Q: I have a set of PBE calculations for GaAs in which the same crystal is stretched evenly. The gap shrinks, then prints as zero, and the two largest cells are still blank. What should I expect there?

VASP 6.6.1, PBE with the recommended PAW potentials (Ga_d, As), for cubic GaAs (F-43m), without spin polarisation or spin–orbit coupling. The cutoff is 520 eV, the k mesh 4 × 4 × 4 and the Gaussian smearing 0.02 eV (0.05 eV at fixed density for 23.836 Å³/atom). The gap is taken between levels at the mesh points only.

| volume (Å³/atom) | shortest distance (Å) | gap on mesh (eV) |
| --- | --- | --- |
| 21.690 | 2.415 | 0.822 |
| 22.405 | 2.441 | 0.571 |
| 22.590 | 2.448 | 0.509 |
| 23.121 | 2.467 | 0.334 |
| 23.836 | 2.492 | 0.110 |
| 24.551 | 2.517 | 0.000 |
| 25.266 | 2.541 | ? |
| 25.981 | 2.565 | ? |

A: Two answers are possible. The gap may stay at zero, or the levels at its edges may cross and move apart again, which would reopen it. The printed gap can't tell these apart by itself, because it never goes negative. We need to know which levels meet and how many electrons they hold.

Q: Which levels are they?

A: In the five cells with an open gap, both edges lie at the centre of the Brillouin zone, where the electron wave has the same phase in every cell. The top of the valence band is a set of three levels of equal energy, and a single level lies above it. By standard chemistry the three are p-like and bonding, and the single one is s-like and antibonding. The calculation gives their energies and their number; I take the orbital character from general knowledge.

Q: Why does stretching bring them together?

A: Start from atoms far apart. The antibonding s-like level then becomes the gallium s level, and the p-like set becomes the arsenic p level, which lies higher. Now bring the atoms together: the coupling between neighbours pushes the antibonding level up and the bonding set down. In the crystal at ordinary volume this has gone far enough to put the single level on top. Stretching undoes it, so somewhere on the way back to free atoms the two must cross.

Q: Is it only this level that moves so much, or does the whole conduction band come down?

A: Mainly this level. From the smallest cell to the one at 23.836 Å³/atom, which is almost free of pressure, the gap falls by 0.71 eV. Over the same range the lowest conduction level at the zone-boundary point L comes only 0.26 eV closer to the valence top, and the one at X moves 0.18 eV away from it. A gap that ended at X would therefore respond to stretching in the opposite sense.

The zone centre also hints at which coupling matters most. The single level comes 1.39 eV closer to its bonding partner, deep in the valence band, while the bonding and antibonding p-like sets approach each other by only 0.03 eV. In the coupling picture, it is mainly the s-like pair that feels the stretch.

Q: Can you turn the picture into a number?

A: Couplings between neighbours weaken roughly as the inverse square of their distance. For an even stretch that means volume to the power −2/3. I therefore write the separation, single level minus threefold set, as

separation = a + b · (V/V₀)^(−2/3),

where V is the volume per atom and V₀ is 23.836 Å³. A fit to the five open-gap cells gives a = −10.86 eV and b = 10.97 eV, and it follows those cells to about a thousandth of an eV.

Q: Does such a good fit prove the coupling picture?

A: No. Kinetic energies scale with distance in the same way, so the fit can't separate the two causes. Nor do the pairs of levels follow the rule one by one. From the smallest cell to the one at 23.836 Å³/atom, the inverse square of the distance falls by about 6 per cent. The spacing between the single level and its bonding partner shrinks by 10 per cent, and that between the two p-like sets by less than 1 per cent. The close fit therefore describes the net change and doesn't confirm the rule for each coupling. The formula also fails in the limit we started from: for infinitely distant atoms it gives a separation of about −11 eV, while the real atomic levels differ by only a few eV. It is a short-range rule, and a and b are not properties of the atoms.

Q: Then how far can I trust it beyond the fitted cells?

A: The cell at 24.551 Å³/atom provides a test, since it was left out of the fit. Its gap prints as zero, but its levels show that the crossing has happened: the single level lies 0.097 eV below the threefold set. The formula gives 0.105 eV, so it is slightly too deep. The changed filling of levels on a coarse mesh may contribute to that difference, but this is a guess.

Q: If the levels have crossed, why isn't there a gap of about 0.1 eV in that cell?

A: Count the electrons. Before the crossing, the threefold set is full with six. Afterwards the single level lies lower and takes two of them, which leaves four electrons in a set with room for six. The symmetry of the crystal keeps the three levels at one energy, so filled and empty states meet there without a gap.

Q: And in the two larger cells?

A: Take 25.266 Å³/atom. The volume ratio is 25.266/23.836 = 1.060, and its power −2/3 is 0.962. The separation is then 10.97 × 0.962 − 10.86, or about −0.3 eV. The same steps give about −0.5 eV for the largest cell.

The crossing therefore goes deeper, but the electron count and the symmetry stay the same. My forecast is a gap of 0.000 eV for both cells, with a range of 0 to 0.005 eV. That range is a judgement that leaves room for small numerical splittings of the threefold set; it doesn't come from the fit.

Q: What result would prove you wrong?

A: A reopened gap, which would be roughly 0.3 eV in the first cell and 0.5 eV in the second. Either value would lie far outside my range.

Q: Then let us look at the computed values.

The withheld rows as computed:

| volume (Å³/atom) | shortest distance (Å) | gap on mesh (eV) |
| --- | --- | --- |
| 25.266 | 2.541 | 0.000 |
| 25.981 | 2.565 | 0.000 |

A: Both gaps are zero, so both forecasts hold and there is no miss to explain. The result supports the argument from electron count and symmetry against the idea of a reopened gap. It doesn't test the depths of 0.3 and 0.5 eV, because a printed zero looks the same at any depth. The levels of the two cells do: the single level lies 0.297 eV below the threefold set in the first and 0.487 eV below it in the second. The formula is too deep by 0.011 and 0.016 eV. This error grows with stretching although the threefold set is filled to the same degree in all three crossed cells, so the changed filling can't be its only cause. The output printed below gives the fit and sets the forecast gap beside the computed one for each cell.

Q: Could I use this to say how far a real GaAs layer may be stretched before its gap closes?

A: No. The model puts the crossing near 24.2 Å³/atom, but that is a PBE value, and PBE makes this gap much too small. At 22.590 Å³/atom, close to the volume of the real crystal, it gives 0.51 eV, whereas the measured gap is roughly 1.4 eV. Spin–orbit coupling is also left out. It would raise the valence top by roughly 0.1 eV, about as much as the whole gap at 23.836 Å³/atom. The mesh includes the zone centre, but nobody has checked here whether it is fine enough for the electron density. The levels of the cell at 23.836 Å³/atom come from a run at fixed density with a wider smearing, though its gap follows the same curve as the others. Finally, a layer stretched only in its plane loses the cubic symmetry, so its threefold set splits and the argument used here no longer applies as it stands.

Q: What can I carry over to a similar semiconductor?

A: Ask first which level forms the bottom of the conduction band. If it is the antibonding s-like level at the zone centre, an even stretch narrows the gap and compression widens it, as long as that level remains the lowest. In this calculation, one per cent more volume near zero pressure costs about 0.07 eV. Once the levels have crossed, count the electrons before you expect a gap to return.

Printed output of the fit:

```
fit of gap_on_mesh on 5 rows (vol < 24): constant -10.86 +/- 0.013, coefficient of u 10.97 +/- 0.013; rms 0.000485, worst 22.405 0.000602, leave-one-out rms 0.0011
  rows outside the fit (model, value, miss): 24.551 -0.1045, 0, -0.105; 25.266 -0.3084, 0, -0.308; 25.981 -0.5028, 0, -0.503
fit of gap_on_mesh on 5 rows (vol < 24): constant 0.1065 +/- 0.0031, coefficient of x -7.543 +/- 0.055; rms 0.00298, worst 21.69 -0.00382, leave-one-out rms 0.00698
  rows outside the fit (model, value, miss): 24.551 -0.1164, 0, -0.116; 25.266 -0.333, 0, -0.333; 25.981 -0.5435, 0, -0.543
Forecast and computed gaps in eV:
     row  signed separation from model  forecast gap  gap if it reopened  computed gap  forecast less computed
   21.69                        0.8214        0.8214              0.8214         0.822               -0.000585
  22.405                        0.5716        0.5716              0.5716         0.571               0.0006015
   22.59                        0.5091        0.5091              0.5091         0.509               0.0001163
  23.121                        0.3344        0.3344              0.3344         0.334                0.000409
  23.836                        0.1095        0.1095              0.1095          0.11              -0.0005418
  24.551                       -0.1045             0              0.1045             0                       0
  25.266                       -0.3084             0              0.3084             0                       0
  25.981                       -0.5028             0              0.5028             0                       0
Upper end of the forecast range for both withheld cells (eV): 0.005
Signed separation from the levels of the inverted cell (eV): -0.0965
Inverse-square model less levels at the inverted cell (eV): -0.00802
Straight line in ln volume less levels at the inverted cell (eV): -0.01992
Filled fraction of the triplet after inversion: 0.6667
Change of the gap from smallest cell to cell near zero pressure (eV): -0.712
Change of the L level above the valence top over the same cells (eV): -0.2627
Change of the X level above the valence top over the same cells (eV): 0.1777
Model slope of the separation per unit ln volume near zero pressure (eV): -7.311
Volume at which the model separation is zero (A^3 per atom): 24.2
```
